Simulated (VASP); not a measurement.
# Be3Te2Se (P3m1) in VASP: notebook

The runs below take Be3Te2Se through relaxation of cell and atoms, with PBE.

All numbers are computed with VASP 6.6.1; they aren't measurements. Logs are shortened: lines on timing, memory, paths and dates and some standing lists are left out, and cuts for length are marked.

### Step 1. The structure

The structure is trigonal, space group P3m1 (No. 156). Conventional cell: a = 3.916 Å, b = 3.916 Å, c = 9.508 Å, α = 90.00°, β = 90.00°, γ = 120.00°. Around Be (site symmetry 3m) lie 4 Te at 2.41 to 2.45 Å. Be (site symmetry 3m) has 1 Se at 2.24 Å and 3 Te at 2.42 Å as nearest neighbours. Around Be (site symmetry 3m) lie 3 Se at 2.36 Å and 1 Te at 2.46 Å. Around Te (site symmetry 3m) lie 4 Be at 2.42 to 2.45 Å. Around Te (site symmetry 3m) lie 4 Be at 2.41 to 2.46 Å. Se (site symmetry 3m) has 4 Be at 2.24 to 2.36 Å as nearest neighbours.

The cell was built by a generator and needn't be a form met in nature.

### Step 2. Relaxation of cell and atoms, PBE

File INCAR:

```
SYSTEM = Be3Te2Se
  ALGO = Normal
  EDIFF = 1E-6
  EDIFFG = -0.01
  ENCUT = 520
  GGA = PE
  IBRION = 2
  ISIF = 3
  ISMEAR = 0
  KPAR = 8
  LASPH = .TRUE.
  LCHARG = .FALSE.
  LREAL = .FALSE.
  LWAVE = .FALSE.
  NELM = 120
  NSW = 90
  PREC = Accurate
  SIGMA = 0.03
```

File KPOINTS:

```
k-points
0
G
  8 8 4
  0 0 0
```

File POSCAR:

```
Be3Te2Se
1.0
    3.9162790900      0.0000000000      0.0000000000
   -1.9581395500      3.3915971800      0.0000000000
    0.0000000000      0.0000000000      9.5080000000
Be Te Se
3 2 1
Direct
    0.3333333300      0.6666666700      0.5838241500
    0.0000000000      0.0000000000      0.2364324800
    0.6666666700      0.3333333300      0.9307951200
    0.3333333300      0.6666666700      0.3264619300
    0.6666666700      0.3333333300      0.6719604500
    0.0000000000      0.0000000000      0.0005258700
```

Potentials or basis: VASP PAW PBE potentials, release 64 (Be, Te, Se).

Run with:

```bash
$ cat potpaw_PBE.64/Be/POTCAR potpaw_PBE.64/Te/POTCAR potpaw_PBE.64/Se/POTCAR > POTCAR
$ mpirun -np 8 vasp_std > vasp.out
```

OUTCAR:

```text
SYSTEM = Be3Te2Se
   EDIFF = 1E-6
   EDIFFG = -0.01
   ENCUT = 520
   GGA = PE
   IBRION = 2
   ISIF = 3
   ISMEAR = 0
   LASPH = .TRUE.
   LREAL = .FALSE.
   NELM = 120
   NSW = 90
   PREC = Accurate

 ion  position               nearest neighbor table
   1  0.333  0.667  0.584-   5 2.41   5 2.41   5 2.41   4 2.45
   2  0.000  0.000  0.236-   6 2.24   4 2.42   4 2.42   4 2.42
   3  0.667  0.333  0.931-   6 2.36   6 2.36   6 2.36   5 2.46
   4  0.333  0.667  0.326-   2 2.42   2 2.42   2 2.42   1 2.45
   5  0.667  0.333  0.672-   1 2.41   1 2.41   1 2.41   3 2.46
   6  0.000  0.000  0.001-   2 2.24   3 2.36   3 2.36   3 2.36

  LATTYP: Found a hexagonal cell.
 ALAT       =     3.9162790900
 C/A-ratio  =     2.4278147143

  Lattice vectors:

 A1 = (   3.9162790900,   0.0000000000,   0.0000000000)
 A2 = (  -1.9581395500,   3.3915971800,   0.0000000000)
 A3 = (   0.0000000000,   0.0000000000,   9.5080000000)

Analysis of symmetry for initial positions (statically):
=====================================================================
 Subroutine PRICEL returns:
 Original cell was already a primitive cell.

 Routine SETGRP: Setting up the symmetry group for a
 hexagonal supercell.

 Subroutine GETGRP returns: Found  6 space group operations
 (whereof  6 operations were pure point group operations)
 out of a pool of 24 trial point group operations.

The static configuration has the point symmetry C_3v.

Analysis of symmetry for dynamics (positions and initial velocities):
=====================================================================
 Subroutine PRICEL returns:
 Original cell was already a primitive cell.

 Routine SETGRP: Setting up the symmetry group for a
 hexagonal supercell.

 Subroutine GETGRP returns: Found  6 space group operations
 (whereof  6 operations were pure point group operations)
 out of a pool of 24 trial point group operations.

The dynamic configuration has the point symmetry C_3v.

 Subroutine INISYM returns: Found  6 space group operations
 (whereof  6 operations are pure point group operations),
 and found     1 'primitive' translations

----------------------------------------------------------------------------------------

                                     Primitive cell

  volume of cell :     126.2895

  direct lattice vectors                    reciprocal lattice vectors
     3.916279090  0.000000000  0.000000000     0.255344417  0.147423168  0.000000000
    -1.958139550  3.391597180  0.000000000     0.000000000  0.294846335  0.000000000
     0.000000000  0.000000000  9.508000000     0.000000000  0.000000000  0.105174590

  length of vectors
     3.916279090  3.916279092  9.508000000     0.294846336  0.294846335  0.105174590

  position of ions in fractional coordinates (direct lattice)
     0.333333330  0.666666670  0.583824150
     0.000000000  0.000000000  0.236432480
     0.666666670  0.333333330  0.930795120
     0.333333330  0.666666670  0.326461930
     0.666666670  0.333333330  0.671960450
     0.000000000  0.000000000  0.000525870

  ion indices of the primitive-cell ions
   primitive index   ion index
                 1           1
                 2           2
                 3           3
                 4           4
                 5           5
                 6           6

----------------------------------------------------------------------------------------

 KPOINTS: k-points

Automatic generation of k-mesh.
 Grid dimensions read from file:
 generate k-points for:    8    8    4

 Generating k-lattice:

  Cartesian coordinates                     Fractional coordinates (reciprocal lattice)
     0.031918052  0.018427896  0.000000000     0.125000000  0.000000000  0.000000000
     0.000000000  0.036855792  0.000000000     0.000000000  0.125000000  0.000000000
     0.000000000  0.000000000  0.026293647     0.000000000  0.000000000  0.250000000

  Length of vectors
     0.036855792  0.036855792  0.026293647

  Shift w.r.t. Gamma in fractional coordinates (k-lattice)
     0.000000000  0.000000000  0.000000000

 Subroutine IBZKPT returns following result:
 ===========================================

 Found     35 irreducible k-points:

 Following reciprocal coordinates:
            Coordinates               Weight
  0.000000  0.000000  0.000000      1.000000
  0.125000 -0.000000  0.000000      6.000000
  0.250000 -0.000000  0.000000      6.000000
  0.375000 -0.000000  0.000000      6.000000
  0.500000 -0.000000  0.000000      3.000000
  0.125000  0.125000  0.000000      6.000000
[... 16 lines left out ...]
 -0.125000  0.500000  0.250000     12.000000
  0.250000  0.250000  0.250000     12.000000
 [... further k-points ...]
   k-points           NKPTS =     35   k-points in BZ     NKDIM =     35   number of bands    NBANDS=     16
   number of dos      NEDOS =    301   number of ions     NIONS =      6
   total plane-waves  NPLWV =  64800
   dimension x,y,z NGX =    30 NGY =   30 NGZ =   72
   dimension x,y,z NGXF=    60 NGYF=   60 NGZF=  144
   ions per type =               3   2   1
   NGX,Y,Z   is equivalent  to a cutoff of  12.73, 12.73, 12.59 a.u.
   NGXF,Y,Z  is equivalent  to a cutoff of  25.47, 25.47, 25.18 a.u.
 SYSTEM =  Be3Te2Se
   PREC   = accura    normal or accurate (medium, high low for compatibility)
   ISTART =      0    job   : 0-new  1-cont  2-samecut
   ICHARG =      2    charge: 1-file 2-atom 10-const
   ISPIN  =      1    spin polarized calculation?
   LNONCOLLINEAR =      F non collinear calculations
   LSORBIT =      F    spin-orbit coupling
   LASPH  =      T    aspherical Exc in radial PAW
   ENCUT  =  520.0 eV  38.22 Ry    6.18 a.u.   7.28  7.28 17.68*2*pi/ulx,y,z
   NELM   =    120;   NELMIN=  2; NELMDL= -5     # of ELM steps
   EDIFF  = 0.1E-05   stopping-criterion for ELM
   LREAL  =      F    real-space projection
   EDIFFG = -.1E-01   stopping-criterion for IOM
   NSW    =     90    number of steps for IOM
   IBRION =      2    ionic relax: 0-MD 1-quasi-New 2-CG
   NFREE  =      1    steps in history (QN), initial steepest desc. (CG)
   ISIF   =      3    stress and relaxation
   ISYM   =      2    0-nonsym 1-usesym 2-fastsym
   POTIM  = 0.5000    time-step for ionic-motion
   TEBEG  =    0.0;   TEEND  =   0.0 temperature during run
   PSTRESS=    0.0 pullay stress
   NELECT =      24.0000    total number of electrons
   NUPDOWN=      -1.0000    fix difference up-down
   EMIN   =  10.00;   EMAX   =-10.00  energy-range for DOS
   EFERMI =   0.00;   METHOD = LEGACY
   ISMEAR =     0;   SIGMA  =   0.03  broadening in eV -4-tet -1-fermi 0-gaus
   EFERMI_NEDOS =   21; number of points for ismear=-14 and -15
   IALGO  =     38    algorithm
   IMIX   =      4    mixing-type and parameters
     AMIX     =   0.40;   BMIX     =  1.00
     AMIX_MAG =   1.60;   BMIX_MAG =  1.00
  volume/ion in A,a.u.               =      21.05       142.04
  Fermi-wavevector in a.u.,A,eV,Ry     =   0.941217  1.778641 12.053246  0.885889
  Thomas-Fermi vector in A             =   2.068706
   LORBIT       =      0    0 simple, 1 ext, 2 COOP (PROOUT), +10 PAW based schemes
   GGA     = PE    functional components
   LHFCALC =     F    Hartree Fock is set to
   AEXX    =    0.0000 exact exchange contribution
   IVDW    =     0    specifies the selected vdW correction
   LEPSILON=     F    determine dielectric tensor
   LRPA    =     F    only Hartree local field effects (RPA)
 conjugate gradient relaxation of ions
 non-spin polarized calculation
 Gauss-broadening in eV      SIGMA  =   0.03
  energy-cutoff  :      520.00
  volume of cell :      126.29
 maximum number of plane-waves:      3444
 NGX is ok and might be reduce to    30
   NGX = 15   NGY = 15   NGZ = 35

--------------------------------------- Ionic step        1  -------------------------------------------

 number of electron      23.9999998 magnetization

 Free energy of the ion-electron system (eV)
  ---------------------------------------------------
  ext. energy  EPLUGINS =         0.00000000
  ---------------------------------------------------
  free energy    TOTEN  =       -23.88477819 eV

  energy without entropy =      -23.88477819  energy(sigma->0) =      -23.88477819

------------------------ aborting loop because EDIFF is reached ----------------------------------------

  FORCE on cell =-STRESS in cart. coord.  units (eV):
  Direction    XX          YY          ZZ          XY          YZ          ZX
  --------------------------------------------------------------------------------------
  -------------------------------------------------------------------------------------
  Total       -0.3016191     -0.3016191      0.1406846      0.0000000      0.0000000      0.0000000
  in kB       -3.8265055     -3.8265055      1.7848026      0.0000000      0.0000000      0.0000000
  external PRESSURE =      -1.9560695 kB  Pullay stress =       0.0000000 kB
[... 185 lines left out ...]
  energy  without entropy=      -23.8871807638  energy(sigma->0) =      -23.88718076

--------------------------------------- Ionic step        6  -------------------------------------------

 number of electron      23.9999998 magnetization

 Free energy of the ion-electron system (eV)
  ---------------------------------------------------
  ext. energy  EPLUGINS =         0.00000000
  ---------------------------------------------------
  free energy    TOTEN  =       -23.88719809 eV

  energy without entropy =      -23.88719809  energy(sigma->0) =      -23.88719809

 E-fermi :   4.8404     XC(G=0):  -9.0836

 val. band max:        4.6878183258   @ k =   0.0000   0.0000   0.0000
 cond. band min:       6.5589973573   @ k =   0.5000  -0.0000   0.0000
 fundamental gap:      1.8711790315
 Fermi energy:         4.8403899690

 k-point     1 :       0.0000    0.0000    0.0000
  band No.  band energies     occupation
      1      -8.9308      2.00000
      2      -7.3121      2.00000
      3      -6.8475      2.00000
      4      -0.1048      2.00000
      5       0.0609      2.00000
      6       2.8016      2.00000
[... 8 lines left out ...]
     15       8.4223      0.00000
     16       8.4223      0.00000
[... 420 lines left out ...]
  band No.  band energies     occupation
      1      -8.2367      2.00000
      2      -6.1948      2.00000
      3      -5.8921      2.00000
      4      -0.4419      2.00000
      5      -0.1685      2.00000
      6       0.0375      2.00000
[... 8 lines left out ...]
     15       8.9035      0.00000
     16       9.4193      0.00000

 [... further k-points ...]
[... 5 lines left out ...]
  --------------------------------------------------------------------------------------
  -------------------------------------------------------------------------------------
  Total       -0.0077265     -0.0077265     -0.0054167      0.0000000      0.0000000     -0.0000000
  in kB       -0.0983579     -0.0983579     -0.0689540      0.0000000      0.0000000     -0.0000000
  external PRESSURE =      -0.0885566 kB  Pullay stress =       0.0000000 kB
[... 21 lines left out ...]
  FREE ENERGIE OF THE ION-ELECTRON SYSTEM (eV)
  ---------------------------------------------------
  free  energy   TOTEN  =       -23.8871980928 eV

  energy  without entropy=      -23.8871980928  energy(sigma->0) =      -23.88719809

 reached required accuracy - stopping structural energy minimisation
```

Wall time 47 s (8 MPI ranks of Intel Xeon Platinum 8559C (Emerald Rapids), shared host); peak memory 0.33 GiB.

What came out:

```
Free energy                            : -23.8872 eV
Relaxed volume                         : 20.98 Å³/atom
Relaxed cell                           : a = 3.902 Å, b = 3.902 Å, c = 9.543 Å, α = 90.00°, β = 90.00°, γ = 120.00°
Space group after relaxing (to 0.05 Å) : P3m1 (No. 156)
Energy gained by relaxing              : 0.4 meV/atom
Ionic steps                            : 6
Pressure after relaxing                : 0.0 GPa
Largest force after relaxing           : 0.004 eV/Å
Band gap on the k mesh                 : 1.87 eV, indirect (least direct gap 2.23 eV)
```

Forces on the atoms (eV/Å):
```
Be   0.000  0.000  0.002
Be   0.000  0.000 -0.004
Be   0.000  0.000  0.003
Te   0.000  0.000 -0.004
Te   0.000  0.000  0.002
Se   0.000  0.000  0.001
```

Step by step:
```csv
step,energy change (eV),largest force (eV/Å),pressure (GPa),volume (Å³)
1,0.0000,0.0863,-0.20,126.29
2,-0.0017,0.0558,0.02,125.82
3,-0.0020,0.0416,0.15,125.55
4,-0.0024,0.0169,0.00,125.85
5,-0.0024,0.0124,-0.02,125.90
6,-0.0024,0.0044,-0.01,125.86
```

Final structure:
```
Be Te Se
1.0
     3.90238    0.00000    0.00000
    -1.95119    3.37956    0.00000
     0.00000    0.00000    9.54325
Be Te Se
3 2 1
Direct
  0.33333 0.66667 0.58304
  0.00000 0.00000 0.23557
  0.66667 0.33333 0.93057
  0.33333 0.66667 0.32703
  0.66667 0.33333 0.67307
  0.00000 0.00000 0.00072
```

Levels at points of the mesh, in eV from the valence-band top:
| k point | band 8 | band 9 | band 10 | band 11 | band 12 | band 13 | band 14 | band 15 | band 16 |
| --- | --- | --- | --- | --- | --- | --- | --- | --- | --- |
| (0.00, 0.00, 0.00) | -0.71 | -0.71 | -0.37 | 0.00 | 0.00 | 2.23 | 3.58 | 3.73 | 3.73 |
| (0.50, 0.00, 0.00) | -3.02 | -2.51 | -2.39 | -1.93 | -1.54 | 1.87 | 2.82 | 3.33 | 3.64 |
| (0.00, 0.00, 0.50) | -1.90 | -0.57 | -0.57 | -0.17 | -0.17 | 2.48 | 3.61 | 3.79 | 4.20 |
| (0.50, 0.00, 0.50) | -3.27 | -3.02 | -2.24 | -1.37 | -1.24 | 2.33 | 2.72 | 3.14 | 3.94 |

Caveat: spin-orbit coupling is left out, which moves the levels of the heavy elements.

(Part 1 of 2 ends here.)
